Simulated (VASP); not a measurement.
All values below come from revPBE GGA, VASP's PBE PAW potentials (set 64) (plane waves; VASP).

VASP ran on this input.

### INCAR
```
ALGO=Normal
EDIFF=1E-7
ENCUT=520
GGA=RE
ISIF=2
ISMEAR=0
LASPH=.TRUE.
LCHARG=.FALSE.
LMAXMIX=4
LREAL=.FALSE.
LWAVE=.FALSE.
NELM=100
PREC=Accurate
SIGMA=0.05
SYSTEM=ZnS
```

POSCAR:
```
ZnS
1
    0.0000000000     2.8017415784     2.8017415784
    2.8017415784     0.0000000000     2.8017415784
    2.8017415784     2.8017415784     0.0000000000
Zn S
1 1
Direct
  0.0000000000   0.0000000000   0.0000000000
  0.2500000000   0.2500000000   0.2500000000
```

### KPOINTS
```
kpoints
0
gamma
  8 8 8
```

POTCAR, in this order: Zn S (PBE.64 set). Program: vasp_std.

The run wrote:

**OSZICAR**
```
       N       E                     dE             d eps       ncg     rms          rms(c)
DAV:   1     0.943763887385E+02    0.94376E+02   -0.92324E+03   754   0.158E+03
DAV:   2     0.682062301659E+00   -0.93694E+02   -0.88809E+02   814   0.289E+02
DAV:   3    -0.657441982499E+01   -0.72565E+01   -0.72187E+01   919   0.782E+01
DAV:   4    -0.668401730483E+01   -0.10960E+00   -0.10955E+00   839   0.101E+01
DAV:   5    -0.668557987845E+01   -0.15626E-02   -0.15625E-02   919   0.121E+00    0.625E+00
DAV:   6    -0.626769645806E+01    0.41788E+00   -0.91992E-01  1125   0.335E+01    0.489E+00
DAV:   7    -0.625574972996E+01    0.11947E-01   -0.30300E-01   799   0.509E+00    0.256E+00
DAV:   8    -0.625773301079E+01   -0.19833E-02   -0.71231E-03   814   0.795E-01    0.673E-01
DAV:   9    -0.625872504621E+01   -0.99204E-03   -0.13636E-03   854   0.470E-01    0.136E-01
DAV:  10    -0.625901875064E+01   -0.29370E-03   -0.31018E-04   814   0.148E-01    0.431E-02
DAV:  11    -0.625912070521E+01   -0.10195E-03   -0.14202E-04   789   0.838E-02    0.130E-02
DAV:  12    -0.625912535817E+01   -0.46530E-05   -0.93426E-06   884   0.377E-02    0.124E-02
DAV:  13    -0.625912616143E+01   -0.80326E-06   -0.19594E-06   789   0.207E-02    0.153E-03
DAV:  14    -0.625912621810E+01   -0.56669E-07   -0.98566E-08   672   0.334E-03
   1 F= -.62591262E+01 E0= -.62591262E+01  d E =-.146529E-12
```

**OUTCAR**
```
------------------------ aborting loop because EDIFF is reached ----------------------------------------
  FORCE on cell =-STRESS in cart. coord.  units (eV):
  Direction    XX          YY          ZZ          XY          YZ          ZX
  --------------------------------------------------------------------------------------
  Total       -0.8924566     -0.8924566     -0.8924566      0.0000000     -0.0000000      0.0000000
  in kB      -32.5074921    -32.5074921    -32.5074921      0.0000000     -0.0000000      0.0000000
  external PRESSURE =     -32.5074921 kB  Pullay stress =       0.0000000 kB
  volume of cell :       43.99
      direct lattice vectors                 reciprocal lattice vectors
     0.000000000  2.801741578  2.801741578    -0.178460428  0.178460428  0.178460428
     2.801741578  0.000000000  2.801741578     0.178460428 -0.178460428  0.178460428
     2.801741578  2.801741578  0.000000000     0.178460428  0.178460428 -0.178460428
  FREE ENERGIE OF THE ION-ELECTRON SYSTEM (eV)
  ---------------------------------------------------
  free  energy   TOTEN  =        -6.2591262181 eV

  energy  without entropy=       -6.2591262181  energy(sigma->0) =       -6.25912622
```
(Selected blocks of OUTCAR.)

### OUTCAR
```
 val. band max:        1.2447681944   @ k =   0.0000   0.0000   0.0000

 cond. band min:       3.0235336232   @ k =   0.0000   0.0000   0.0000


 Fermi energy:         1.4730428041

 k-point     1 :       0.0000    0.0000    0.0000
  band No.  band energies     occupation
      1     -11.1854      2.00000
      2      -4.6944      2.00000
      3      -4.6944      2.00000
      4      -4.6944      2.00000
      5      -4.3132      2.00000
      6      -4.3132      2.00000
      7       1.2448      2.00000
      8       1.2448      2.00000
      9       1.2448      2.00000
     10       3.0235      0.00000
     11       7.7324      0.00000
     12       7.7324      0.00000
     13       7.7324      0.00000

 k-point     2 :       0.1250    0.0000    0.0000
  band No.  band energies     occupation
      1     -11.0906      2.00000
      2      -4.6845      2.00000
      3      -4.6779      2.00000
      4      -4.6779      2.00000
      5      -4.3142      2.00000
      6      -4.3142      2.00000
      7       0.2163      2.00000
      8       1.1249      2.00000
      9       1.1249      2.00000
     10       3.8340      0.00000
     11       7.5982      0.00000
     12       7.9520      0.00000
     13       7.9520      0.00000

 k-point     3 :       0.2500    0.0000    0.0000
  band No.  band energies     occupation
      1     -10.8461      2.00000
      2      -4.6417      2.00000
      3      -4.6417      2.00000
      4      -4.6203      2.00000
      5      -4.3115      2.00000
      6      -4.3115      2.00000
      7      -1.3145      2.00000
      8       0.8601      2.00000
      9       0.8601      2.00000
     10       4.4714      0.00000
     11       8.0357      0.00000
     12       8.2903      0.00000
     13       8.2903      0.00000

 k-point     4 :       0.3750    0.0000    0.0000
  band No.  band energies     occupation
      1     -10.5744      2.00000
      2      -4.6127      2.00000
      3      -4.6127      2.00000
...
```

The compound is ZnS in the zinc blende structure. This cell is one point of a volume scan, at 1.06 of the reference volume.
